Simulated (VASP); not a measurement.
Energy against volume of Lu (hcp). Computed with r2SCAN+rVV10, VASP's PBE PAW potentials (set 64) (plane waves; VASP). Numerical set-up: 520 eV cut-off, 12×12×7 Γ-centred mesh, first-order Methfessel-Paxton smearing of 0.10 eV, potentials Lu_3.

Shape and ions are relaxed at each volume.

```json
[
 {"V (Å³/atom)": "27.155", "E (eV/atom)": "-37.82070"},
 {"V (Å³/atom)": "28.022", "E (eV/atom)": "-37.83537"},
 {"V (Å³/atom)": "28.889", "E (eV/atom)": "-37.84065"},
 {"V (Å³/atom)": "29.755", "E (eV/atom)": "-37.83760"}
]
```

Fit these four points and predict the energy of the run at 30.622 Å³/atom.

A cubic in V^(−2/3), the third-order Birch-Murnaghan form, passes through the four points with V0 = 28.99 Å³/atom and B0 = 51 GPa, and gives -37.8271 eV/atom there. The run gave -37.8273 eV/atom, -0.2 meV/atom from the fit; all five points give B0 = 50 GPa.

The compound is Lu in the hcp structure. It was relaxed first.
